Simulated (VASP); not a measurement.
BaOs:

```
Ba Os
1.0
     3.53286    0.00000    0.00000
    -1.76643    3.05955    0.00000
     0.00000    0.00000    5.07696
Ba Os
1 1
Direct
  0.33333 0.66667 0.50000
  0.00000 0.00000 0.00000
```

The cell was built by a generator and needn't be a form met in nature.

| Quantity | Value |
| --- | --- |
| Program | VASP 6.6.1 |
| Task | relaxation of cell and atoms |
| Functional | PBE |
| Potentials or basis | VASP PAW PBE potentials, release 64 (Ba_sv, Os) |
| Cutoff | 600 eV |
| k mesh | 6 × 6 × 4 |
| Occupations | gaussian, width 0.1 eV |
| Spin | no spin polarisation |

At the start: pressure -3.9 GPa; volume 27.44 Å³/atom.

**Question.** Where does the relaxation end?

**Answer.** Over 10 steps the energy falls by 68.7 meV/atom and the volume is 23.98 Å³/atom (-12.6 %); space group P-6m2 (No. 187, to 0.05 Å).

The path:
```csv
step,energy change (eV),largest force (eV/Å),pressure (GPa),volume (Å³)
1,0.0000,0.0000,-3.93,54.88
2,-0.0616,0.0000,1.30,49.70
3,-0.0630,0.0000,0.51,50.32
4,-0.1093,0.0000,0.68,49.06
5,-0.0800,0.0000,4.59,45.03
6,-0.1321,0.0000,1.40,47.41
7,-0.1321,0.0000,1.77,46.97
8,-0.1328,0.0000,1.61,47.16
9,-0.1276,0.0000,-2.08,49.16
10,-0.1374,0.0000,0.00,47.96
```

Final structure:
```
Ba Os
1.0
     3.23473    0.00000    0.00000
    -1.61736    2.80136    0.00000
     0.00000    0.00000    5.29274
Ba Os
1 1
Direct
  0.33333 0.66667 0.50000
  0.00000 0.00000 0.00000
```
